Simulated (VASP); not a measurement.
Computed with optB86b-vdW, VASP's PBE PAW potentials (set 64) (plane waves; VASP 6.6.1).

A VASP calculation is set up with these files.

INCAR:
```
AGGAC=0.0
ALGO=Normal
EDIFF=1E-7
ENCUT=520
GGA=MK
ICHARG=11
ISMEAR=0
LASPH=.TRUE.
LCHARG=.FALSE.
LORBIT=11
LREAL=.FALSE.
LUSE_VDW=.TRUE.
LWAVE=.FALSE.
NELM=100
PARAM1=0.1234
PARAM2=1.0
PREC=Accurate
SIGMA=0.05
SYSTEM=Si
```

**KPOINTS**
```
k-points along high-symmetry lines
15
Line-mode
Reciprocal
  0.000000   0.000000   0.000000 ! GAMMA
  0.500000   0.000000   0.500000 ! X

  0.500000   0.000000   0.500000 ! X
  0.625000   0.250000   0.625000 ! U

  0.375000   0.375000   0.750000 ! K
  0.000000   0.000000   0.000000 ! GAMMA

  0.000000   0.000000   0.000000 ! GAMMA
  0.500000   0.500000   0.500000 ! L

  0.500000   0.500000   0.500000 ! L
  0.500000   0.250000   0.750000 ! W

  0.500000   0.250000   0.750000 ! W
  0.500000   0.000000   0.500000 ! X
```

File POSCAR:
```
Si
1
   -0.0000000000     2.7276982439     2.7276982439
    2.7276982439     0.0000000000     2.7276982439
    2.7276982439     2.7276982439     0.0000000000
Si
2
Direct
  0.0000000000   0.0000000000   0.0000000000
  0.2500000000   0.2500000000   0.2500000000
```

POTCAR, in this order: Si (PBE.64 set). Program: vasp_std. Read from the step before: CHGCAR.

What VASP printed:

File OSZICAR:
```
       N       E                     dE             d eps       ncg     rms          rms(c)
DAV:   1     0.108249092559E+02    0.10825E+02   -0.32425E+03  1440   0.764E+02
DAV:   2    -0.670141406141E+01   -0.17526E+02   -0.16611E+02  2184   0.802E+01
DAV:   3    -0.699262299612E+01   -0.29121E+00   -0.28003E+00  1904   0.120E+01
DAV:   4    -0.699507281616E+01   -0.24498E-02   -0.24498E-02  2392   0.904E-01
DAV:   5    -0.699509713274E+01   -0.24317E-04   -0.24317E-04  1896   0.393E-02
DAV:   6    -0.699509772359E+01   -0.59086E-06   -0.59065E-06  2368   0.389E-03
DAV:   7    -0.699509774269E+01   -0.19092E-07   -0.19037E-07  2088   0.401E-04
   1 F= -.69950977E+01 E0= -.69950977E+01  d E =-.142408E-10
```

**OUTCAR**
```
 val. band max:        5.6545955169   @ k =   0.0000   0.0000   0.0000

 cond. band min:       6.2705900160   @ k =   0.4286   0.0000   0.4286



 k-point     1 :       0.0000    0.0000    0.0000
  band No.  band energies     occupation
      1      -6.1874      2.00000
      2       5.6546      2.00000
      3       5.6546      2.00000
      4       5.6546      2.00000
      5       8.2355      0.00000
      6       8.2355      0.00000
      7       8.2355      0.00000
      8       8.9008      0.00000

 k-point     2 :       0.0357    0.0000    0.0357
  band No.  band energies     occupation
      1      -6.1653      2.00000
      2       5.5046      2.00000
      3       5.5637      2.00000
      4       5.5637      2.00000
      5       8.1811      0.00000
      6       8.3535      0.00000
      7       8.3535      0.00000
      8       9.0470      0.00000

 k-point     3 :       0.0714    0.0000    0.0714
  band No.  band energies     occupation
      1      -6.0992      2.00000
      2       5.1191      2.00000
      3       5.3315      2.00000
      4       5.3315      2.00000
      5       8.0303      0.00000
      6       8.6670      0.00000
      7       8.6670      0.00000
      8       9.4070      0.00000

 k-point     4 :       0.1071    0.0000    0.1071
  band No.  band energies     occupation
      1      -5.9891      2.00000
      2       4.6033      2.00000
      3       5.0281      2.00000
      4       5.0281      2.00000
      5       7.8127      0.00000
      6       9.1050      0.00000
      7       9.1050      0.00000
      8       9.8127      0.00000

 k-point     5 :       0.1429    0.0000    0.1429
  band No.  band energies     occupation
      1      -5.8355      2.00000
      2       4.0238      2.00000
      3       4.7021      2.00000
      4       4.7021      2.00000
      5       7.5599      0.00000
      6       9.6176      0.00000
      7       9.6176      0.00000
      8      10.0177      0.00000
...
```

The density is held fixed in this step, so its total energy and stress have no physical meaning.

The compound is Si in the diamond structure. It was relaxed first.
